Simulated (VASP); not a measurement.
# LaB6: convergence with the number of MPI ranks and plane-wave cutoff, part 2 of 3

How sensitive are energy, pressure and forces of LaB6 to the number of MPI ranks and plane-wave cutoff? The series runs use LDA. The start is a cell from a database of measured crystal structures.

VASP 6.6.1; LDA; plane waves and PAW (La, B).

Still holding for the runs below: This run has no spin polarisation. Its electron count is odd, so without a moment it is a metal by construction. The k-mesh is coarse for a metal.

So far. Step 5 (Number of MPI ranks: 8 ranks): Against the first of the series the energy stays within 0.01 meV an atom and the pressure within 0.01 GPa, after 15 cycles in 5.2 s.

## 6. The number of MPI ranks series as a table

This step: convergence of LDA results with the layout; plane waves and PAW (VASP 6.6.1).

Derived from the runs above.

Differences are taken from the run with 1 ranks. Results of the series, by row:

```tsv
setting	status	energy less the reference (meV/atom)	pressure (GPa)	largest force difference (meV/Å)	SCF cycles	wall time (s)
1 ranks	converged	0	-7.22	0	15	12
2 ranks	converged	0	-7.22	0	15	7.8
4 ranks	converged	0	-7.22	0	15	6
8 ranks	converged	0	-7.22	0	15	5.2
```

## 7. Plane-wave cutoff: ENCUT = 190

This step: LDA; plane waves and PAW (La, B) (VASP 6.6.1).

The basis grows with ENCUT, and energy and stress both move with it.

Contents of INCAR:

```
SYSTEM = LaB6
PREC = Accurate
ENCUT = 190
EDIFF = 1E-06
NELM = 100
ISMEAR = -1
SIGMA = 0.05
LREAL = .FALSE.
ALGO = Normal
GGA = CA
NBANDS = 21
LASPH = .TRUE.
LORBIT = 11
LWAVE = .FALSE.
LCHARG = .FALSE.
KPAR = 8
ISIF = 2
```

Contents of POSCAR:

```
LaB6
1.0
    4.1570000000      0.0000000000      0.0000000000
    0.0000000000      4.1570000000      0.0000000000
    0.0000000000      0.0000000000      4.1570000000
La B
1 6
Direct
    0.0000000000      0.0000000000      0.0000000000
    0.1975000000      0.5000000000      0.5000000000
    0.5000000000      0.1975000000      0.5000000000
    0.8025000000      0.5000000000      0.5000000000
    0.5000000000      0.8025000000      0.5000000000
    0.5000000000      0.5000000000      0.1975000000
    0.5000000000      0.5000000000      0.8025000000
```

Contents of KPOINTS:

```
Automatic mesh
0
Gamma
5 5 5
0 0 0
```

Potentials, in the order of the species: La and B (PBE family, release 64).

Launch:

```console
$ mpirun -np 8 vasp_std
```

The program printed:

```text
[banner, memory and clock lines left out]
running    8 mpi-ranks, on    1 nodes
 distrk:  each k-point on    1 cores,    8 groups
 distr:  one band on    1 cores,    1 groups

 POSCAR found type information on POSCAR LaB
 POSCAR found :  2 types and       7 ions
 [... a notice as in an earlier step ...]

 [... a notice as in an earlier step ...]

 LDA part: xc-table for (Slater(with rela. corr.)+CA(PZ))
 , standard interpolation
 POSCAR, INCAR and KPOINTS ok, starting setup
 FFT: planning ... GRIDC
 FFT: planning ... GRID_SOFT
 FFT: planning ... GRID
 WAVECAR not read
 entering main loop
       N       E                     dE             d eps       ncg     rms          rms(c)
DAV:   1     0.130728023618E+03    0.13073E+03   -0.60053E+03   420   0.629E+02
DAV:   2    -0.463049722099E+02   -0.17703E+03   -0.16972E+03   588   0.203E+02
DAV:   3    -0.556612671864E+02   -0.93563E+01   -0.92361E+01   586   0.644E+01
DAV:   4    -0.559921166090E+02   -0.33085E+00   -0.32974E+00   742   0.101E+01
DAV:   5    -0.559987104090E+02   -0.65938E-02   -0.65910E-02   624   0.119E+00    0.110E+01
DAV:   6    -0.523869077281E+02    0.36118E+01   -0.89846E+00   585   0.146E+01    0.590E+00
DAV:   7    -0.521102239803E+02    0.27668E+00   -0.39507E+00   598   0.834E+00    0.231E+00
DAV:   8    -0.521993266820E+02   -0.89103E-01   -0.19365E+00   643   0.964E+00    0.138E+00
DAV:   9    -0.520723627556E+02    0.12696E+00   -0.49765E-01   596   0.439E+00    0.413E-01
DAV:  10    -0.520741732785E+02   -0.18105E-02   -0.97646E-02   760   0.175E+00    0.160E-01
DAV:  11    -0.520738068952E+02    0.36638E-03   -0.37473E-03   666   0.389E-01    0.111E-01
DAV:  12    -0.520732453874E+02    0.56151E-03   -0.29785E-03   664   0.320E-01    0.986E-03
DAV:  13    -0.520732521510E+02   -0.67636E-05   -0.13458E-04   607   0.675E-02    0.385E-03
DAV:  14    -0.520732528339E+02   -0.68289E-06   -0.14942E-05   736   0.191E-02    0.224E-03
DAV:  15    -0.520732525697E+02    0.26418E-06   -0.11442E-06   525   0.780E-03
   1 F= -.52073253E+02 E0= -.52064410E+02  d E =-.176853E-01
```

Wall time 3.4 s (8 MPI ranks of Intel Xeon Platinum 8259CL at 2.50GHz (Skylake/Cascade Lake), shared host); peak memory 0.9 GiB.

From OUTCAR (step 7):

```text
   ENCUT  =  190.0 eV  13.96 Ry    3.74 a.u.   4.67  4.67  4.67*2*pi/ulx,y,z

   NELECT =      29.0000    total number of electrons

 E-fermi :   8.2896

 k-point     1 :       0.0000    0.0000    0.0000
  band No.  band energies     occupation
    ...
     10       1.3809      2.00000
     11       1.3809      2.00000
     12       6.6306      2.00000
     13       6.6306      2.00000
     14       6.6306      2.00000
     15       8.5814      0.00583
     16       8.5814      0.00583
     17       8.5814      0.00583
     18       9.8570      0.00000
     19       9.8570      0.00000
    ...

  Total       -9.5694551     -9.5694551     -9.5694551      0.0000000     -0.0000000      0.0000000
  in kB     -213.4311081   -213.4311081   -213.4311081      0.0000000     -0.0000000      0.0000000
  external PRESSURE =    -213.4311081 kB  Pullay stress =       0.0000000 kB

 POSITION                                       TOTAL-FORCE (eV/Angst)
 -----------------------------------------------------------------------------------
      0.00000      0.00000      0.00000         0.000000     -0.000000      0.000000
      0.82101      2.07850      2.07850         0.581508     -0.000000      0.000000
      2.07850      0.82101      2.07850         0.000000      0.581508      0.000000
      3.33599      2.07850      2.07850        -0.581508     -0.000000     -0.000000
      2.07850      3.33599      2.07850         0.000000     -0.581508      0.000000
      2.07850      2.07850      0.82101         0.000000     -0.000000      0.581508
      2.07850      2.07850      3.33599         0.000000     -0.000000     -0.581508
 -----------------------------------------------------------------------------------
    total drift:                               -0.000000      0.000000      0.000000

  FREE ENERGIE OF THE ION-ELECTRON SYSTEM (eV)
  ---------------------------------------------------
  free  energy   TOTEN  =       -52.0732525697 eV

  energy  without entropy=      -52.0555672684  energy(sigma->0) =      -52.06440992

[... 5 parts as in an earlier step ...]

[... 11 further parts left out ...]
```

Numbers from this step:

- free energy (TOTEN): -52.0733 eV
- energy at zero smearing: -52.0644 eV
- Fermi energy: 8.290 eV
- pressure: -21.34 GPa

The series starts at -7.4378 eV an atom and -21.34 GPa, after 15 cycles in 3.4 s.

## 8. Plane-wave cutoff: ENCUT = 240

INCAR, as its differences from that of step 7:

```diff
@@ -2,3 +2,3 @@
 PREC = Accurate
-ENCUT = 190
+ENCUT = 240
 EDIFF = 1E-06
```

POSCAR is that of step 7.

KPOINTS is that of step 7.

Launch:

```console
$ mpirun -np 8 vasp_std
```

The program printed:

```text
[... set-up lines as in an earlier step ...]
 entering main loop
       N       E                     dE             d eps       ncg     rms          rms(c)
DAV:   1     0.152399886644E+03    0.15240E+03   -0.67491E+03   428   0.847E+02
DAV:   2    -0.391059461373E+02   -0.19151E+03   -0.18159E+03   540   0.231E+02
DAV:   3    -0.567191102132E+02   -0.17613E+02   -0.16733E+02   616   0.996E+01
DAV:   4    -0.574345239596E+02   -0.71541E+00   -0.70432E+00   769   0.158E+01
[...]
DAV:  13    -0.531409378167E+02    0.35866E-03   -0.23573E-03   675   0.344E-01    0.725E-03
DAV:  14    -0.531409448383E+02   -0.70216E-05   -0.10269E-04   680   0.802E-02    0.345E-03
DAV:  15    -0.531409449326E+02   -0.94304E-07   -0.70905E-06   688   0.206E-02
   1 F= -.53140945E+02 E0= -.53132120E+02  d E =-.176507E-01
```

Wall time 3.6 s (8 MPI ranks); peak memory 1 GiB; 25 s of CPU time.

From OUTCAR (step 8):

```text
  Total       -6.2227827     -6.2227827     -6.2227827      0.0000000     -0.0000000     -0.0000000
  in kB     -138.7890314   -138.7890314   -138.7890314      0.0000000     -0.0000000     -0.0000000
  external PRESSURE =    -138.7890314 kB  Pullay stress =       0.0000000 kB

 POSITION                                       TOTAL-FORCE (eV/Angst)
 -----------------------------------------------------------------------------------
      0.00000      0.00000      0.00000         0.000000     -0.000000      0.000000
      0.82101      2.07850      2.07850         0.894918     -0.000000      0.000000
      2.07850      0.82101      2.07850         0.000000      0.894918      0.000000
      3.33599      2.07850      2.07850        -0.894918     -0.000000      0.000000
      2.07850      3.33599      2.07850        -0.000000     -0.894918      0.000000
      2.07850      2.07850      0.82101        -0.000000     -0.000000      0.894918
      2.07850      2.07850      3.33599         0.000000     -0.000000     -0.894918
 -----------------------------------------------------------------------------------
    total drift:                               -0.000000     -0.000000     -0.000000

  FREE ENERGIE OF THE ION-ELECTRON SYSTEM (eV)
  ---------------------------------------------------
  free  energy   TOTEN  =       -53.1409449326 eV

  energy  without entropy=      -53.1232942548  energy(sigma->0) =      -53.13211959

[... 1 part as in an earlier step ...]

[... 2 further parts left out ...]
[key lines of the parts left out:]
E-fermi :   8.2151
```

Against the run before the energy moves by -152.53 meV an atom and the pressure by +7.46 GPa, after 15 cycles in 3.6 s.

## 9. Plane-wave cutoff: ENCUT = 290

INCAR, as its differences from that of step 8:

```diff
@@ -2,3 +2,3 @@
 PREC = Accurate
-ENCUT = 240
+ENCUT = 290
 EDIFF = 1E-06
```

POSCAR is that of step 8.

KPOINTS is that of step 8.

Launch:

```console
$ mpirun -np 8 vasp_std
```

The program printed:

```text
[... set-up lines as in an earlier step ...]
 entering main loop
       N       E                     dE             d eps       ncg     rms          rms(c)
DAV:   1     0.165273745169E+03    0.16527E+03   -0.78516E+03   436   0.109E+03
DAV:   2    -0.366309442387E+02   -0.20190E+03   -0.18883E+03   572   0.256E+02
DAV:   3    -0.571031602343E+02   -0.20472E+02   -0.18156E+02   638   0.106E+02
DAV:   4    -0.578243725073E+02   -0.72121E+00   -0.71448E+00   753   0.162E+01
[...]
DAV:  13    -0.534357697445E+02    0.90718E-04   -0.67600E-04   688   0.189E-01    0.106E-02
DAV:  14    -0.534357713840E+02   -0.16395E-05   -0.36814E-05   680   0.541E-02    0.300E-03
DAV:  15    -0.534357717342E+02   -0.35020E-06   -0.66902E-06   670   0.249E-02
   1 F= -.53435772E+02 E0= -.53426913E+02  d E =-.177178E-01
```

Elapsed: 3.6 s, on 8 MPI ranks; peak memory 1 GiB; 25 s of CPU time.

Parts of OUTCAR (step 9):

```text
  Total       -4.4956550     -4.4956550     -4.4956550      0.0000000      0.0000000      0.0000000
  in kB     -100.2682619   -100.2682619   -100.2682619      0.0000000      0.0000000      0.0000000
  external PRESSURE =    -100.2682619 kB  Pullay stress =       0.0000000 kB

 POSITION                                       TOTAL-FORCE (eV/Angst)
 -----------------------------------------------------------------------------------
      0.00000      0.00000      0.00000         0.000000      0.000000      0.000000
      0.82101      2.07850      2.07850         0.735382      0.000000     -0.000000
      2.07850      0.82101      2.07850         0.000000      0.735382      0.000000
      3.33599      2.07850      2.07850        -0.735382      0.000000      0.000000
      2.07850      3.33599      2.07850        -0.000000     -0.735382     -0.000000
      2.07850      2.07850      0.82101         0.000000      0.000000      0.735382
      2.07850      2.07850      3.33599        -0.000000      0.000000     -0.735382
 -----------------------------------------------------------------------------------
    total drift:                                0.000000     -0.000000     -0.000000

  FREE ENERGIE OF THE ION-ELECTRON SYSTEM (eV)
  ---------------------------------------------------
  free  energy   TOTEN  =       -53.4357717342 eV

  energy  without entropy=      -53.4180539497  energy(sigma->0) =      -53.42691284

[... 1 part as in an earlier step ...]

[... 2 further parts left out ...]
[key lines of the parts left out:]
E-fermi :   8.1939
```

Against the run before the energy moves by -42.11 meV an atom and the pressure by +3.85 GPa, after 15 cycles in 3.6 s.

## 10. Plane-wave cutoff: ENCUT = 320

INCAR, as its differences from that of step 9:

```diff
@@ -2,3 +2,3 @@
 PREC = Accurate
-ENCUT = 290
+ENCUT = 320
 EDIFF = 1E-06
```

POSCAR is that of step 9.

KPOINTS is that of step 9.

Launch:

```console
$ mpirun -np 8 vasp_std
```

The program printed:

```text
[... set-up lines as in an earlier step ...]
 entering main loop
       N       E                     dE             d eps       ncg     rms          rms(c)
DAV:   1     0.175891339229E+03    0.17589E+03   -0.81482E+03   428   0.117E+03
DAV:   2    -0.326035238780E+02   -0.20849E+03   -0.19472E+03   524   0.257E+02
DAV:   3    -0.566269582527E+02   -0.24023E+02   -0.21332E+02   630   0.119E+02
DAV:   4    -0.579128424533E+02   -0.12859E+01   -0.12752E+01   759   0.228E+01
[...]
DAV:  13    -0.535245163187E+02    0.31753E-03   -0.23925E-03   696   0.403E-01    0.109E-02
DAV:  14    -0.535245174152E+02   -0.10965E-05   -0.11937E-04   688   0.103E-01    0.327E-03
DAV:  15    -0.535245174162E+02   -0.10095E-08   -0.38097E-06   672   0.172E-02
   1 F= -.53524517E+02 E0= -.53515652E+02  d E =-.177315E-01
```

Run time: 3.8 s. Hardware: 8 MPI ranks; peak memory 1.1 GiB; 25 s of CPU time.

From OUTCAR (step 10):

```text
  Total       -3.8779313     -3.8779313     -3.8779313      0.0000000      0.0000000     -0.0000000
  in kB      -86.4909410    -86.4909410    -86.4909410      0.0000000      0.0000000     -0.0000000
  external PRESSURE =     -86.4909410 kB  Pullay stress =       0.0000000 kB

 POSITION                                       TOTAL-FORCE (eV/Angst)
 -----------------------------------------------------------------------------------
      0.00000      0.00000      0.00000        -0.000000      0.000000      0.000000
      0.82101      2.07850      2.07850         0.711895     -0.000000     -0.000000
      2.07850      0.82101      2.07850        -0.000000      0.711895     -0.000000
      3.33599      2.07850      2.07850        -0.711895      0.000000      0.000000
      2.07850      3.33599      2.07850        -0.000000     -0.711895      0.000000
      2.07850      2.07850      0.82101         0.000000     -0.000000      0.711895
      2.07850      2.07850      3.33599         0.000000      0.000000     -0.711895
 -----------------------------------------------------------------------------------
    total drift:                               -0.000000     -0.000000     -0.000000

  FREE ENERGIE OF THE ION-ELECTRON SYSTEM (eV)
  ---------------------------------------------------
  free  energy   TOTEN  =       -53.5245174162 eV

  energy  without entropy=      -53.5067859324  energy(sigma->0) =      -53.51565167

[... 1 part as in an earlier step ...]

[... 2 further parts left out ...]
[key lines of the parts left out:]
E-fermi :   8.1904
```

Against the run before the energy moves by -12.68 meV an atom and the pressure by +1.38 GPa, after 15 cycles in 3.8 s.

## 11. Plane-wave cutoff: ENCUT = 370

INCAR, as its differences from that of step 10:

```diff
@@ -2,3 +2,3 @@
 PREC = Accurate
-ENCUT = 320
+ENCUT = 370
 EDIFF = 1E-06
```

POSCAR is that of step 10.

KPOINTS is that of step 10.

Launch:

```console
$ mpirun -np 8 vasp_std
```

The program printed:

```text
[... set-up lines as in an earlier step ...]
 entering main loop
       N       E                     dE             d eps       ncg     rms          rms(c)
DAV:   1     0.190167276763E+03    0.19017E+03   -0.89139E+03   428   0.131E+03
DAV:   2    -0.326657309429E+02   -0.22283E+03   -0.20381E+03   553   0.273E+02
DAV:   3    -0.570679131613E+02   -0.24402E+02   -0.22043E+02   589   0.133E+02
DAV:   4    -0.579869120529E+02   -0.91900E+00   -0.91524E+00   769   0.199E+01
[...]
DAV:  13    -0.535782902198E+02    0.27120E-03   -0.19654E-03   712   0.362E-01    0.106E-02
DAV:  14    -0.535782932330E+02   -0.30132E-05   -0.96424E-05   691   0.914E-02    0.373E-03
DAV:  15    -0.535782929447E+02    0.28828E-06   -0.57285E-06   662   0.249E-02
   1 F= -.53578293E+02 E0= -.53569431E+02  d E =-.177230E-01
```

Wall time 5 s (8 MPI ranks); peak memory 1.2 GiB; 35 s of CPU time.

Parts of OUTCAR (step 11):

```text
  Total       -3.3582426     -3.3582426     -3.3582426      0.0000000     -0.0000000      0.0000000
  in kB      -74.9001302    -74.9001302    -74.9001302      0.0000000     -0.0000000      0.0000000
  external PRESSURE =     -74.9001302 kB  Pullay stress =       0.0000000 kB

 POSITION                                       TOTAL-FORCE (eV/Angst)
 -----------------------------------------------------------------------------------
      0.00000      0.00000      0.00000         0.000000      0.000000      0.000000
      0.82101      2.07850      2.07850         0.717831     -0.000000      0.000000
      2.07850      0.82101      2.07850         0.000000      0.717831     -0.000000
      3.33599      2.07850      2.07850        -0.717831      0.000000     -0.000000
      2.07850      3.33599      2.07850         0.000000     -0.717831      0.000000
      2.07850      2.07850      0.82101         0.000000      0.000000      0.717831
      2.07850      2.07850      3.33599         0.000000     -0.000000     -0.717831
 -----------------------------------------------------------------------------------
    total drift:                               -0.000000     -0.000000      0.000000

  FREE ENERGIE OF THE ION-ELECTRON SYSTEM (eV)
  ---------------------------------------------------
  free  energy   TOTEN  =       -53.5782929447 eV

  energy  without entropy=      -53.5605699731  energy(sigma->0) =      -53.56943146

[... 1 part as in an earlier step ...]

[... 2 further parts left out ...]
[key lines of the parts left out:]
E-fermi :   8.1877
```

Against the run before the energy moves by -7.68 meV an atom and the pressure by +1.16 GPa, after 15 cycles in 5 s.

## 12. Plane-wave cutoff: ENCUT = 410

INCAR, as its differences from that of step 11:

```diff
@@ -2,3 +2,3 @@
 PREC = Accurate
-ENCUT = 370
+ENCUT = 410
 EDIFF = 1E-06
```

POSCAR is that of step 11.

KPOINTS is that of step 11.

Launch:

```console
$ mpirun -np 8 vasp_std
```

The program printed:

```text
[... set-up lines as in an earlier step ...]
 entering main loop
       N       E                     dE             d eps       ncg     rms          rms(c)
DAV:   1     0.190491942039E+03    0.19049E+03   -0.96073E+03   428   0.142E+03
DAV:   2    -0.284620574263E+02   -0.21895E+03   -0.19984E+03   537   0.273E+02
DAV:   3    -0.570321457149E+02   -0.28570E+02   -0.24862E+02   652   0.133E+02
DAV:   4    -0.579863108843E+02   -0.95417E+00   -0.94406E+00   752   0.216E+01
[...]
DAV:  13    -0.535831668075E+02    0.45517E-03   -0.35120E-03   691   0.490E-01    0.143E-02
DAV:  14    -0.535831667718E+02    0.35711E-07   -0.18514E-04   704   0.130E-01    0.354E-03
DAV:  15    -0.535831668308E+02   -0.59038E-07   -0.59488E-06   670   0.227E-02
   1 F= -.53583167E+02 E0= -.53574306E+02  d E =-.177207E-01
```

Run time: 5 s. Hardware: 8 MPI ranks; peak memory 1.2 GiB.

OUTCAR, selected parts (step 12):

```text
  Total       -3.2426110     -3.2426110     -3.2426110      0.0000000     -0.0000000      0.0000000
  in kB      -72.3211562    -72.3211562    -72.3211562      0.0000000     -0.0000000      0.0000000
  external PRESSURE =     -72.3211562 kB  Pullay stress =       0.0000000 kB

 POSITION                                       TOTAL-FORCE (eV/Angst)
 -----------------------------------------------------------------------------------
      0.00000      0.00000      0.00000        -0.000000     -0.000000      0.000000
      0.82101      2.07850      2.07850         0.719615     -0.000000      0.000000
      2.07850      0.82101      2.07850        -0.000000      0.719615     -0.000000
      3.33599      2.07850      2.07850        -0.719615     -0.000000      0.000000
      2.07850      3.33599      2.07850         0.000000     -0.719615      0.000000
      2.07850      2.07850      0.82101        -0.000000     -0.000000      0.719615
      2.07850      2.07850      3.33599        -0.000000     -0.000000     -0.719615
 -----------------------------------------------------------------------------------
    total drift:                                0.000000     -0.000000      0.000000

  FREE ENERGIE OF THE ION-ELECTRON SYSTEM (eV)
  ---------------------------------------------------
  free  energy   TOTEN  =       -53.5831668308 eV

  energy  without entropy=      -53.5654460870  energy(sigma->0) =      -53.57430646

[... 1 part as in an earlier step ...]

[... 2 further parts left out ...]
[key lines of the parts left out:]
E-fermi :   8.1874
```

Against the run before the energy moves by -0.70 meV an atom and the pressure by +0.26 GPa, after 15 cycles in 5 s.

(Part 2 of 3 ends here.)

[Lines on the potential files, build, host, timing and source positions are cut from VASP's logs without a mark.]

[Logs are printed without paths, hosts, clocks, repeated set-up lines and the standing remarks that a program may print on its own settings, such as how far it seeks lower states.]

[Hosts, paths, dates, database ids (printed as entryN), source tags and the programs' standing remarks are cut or masked in the printed files.]

[A measured line is paired with the nearest computed mode of its activity, which favours agreement.]
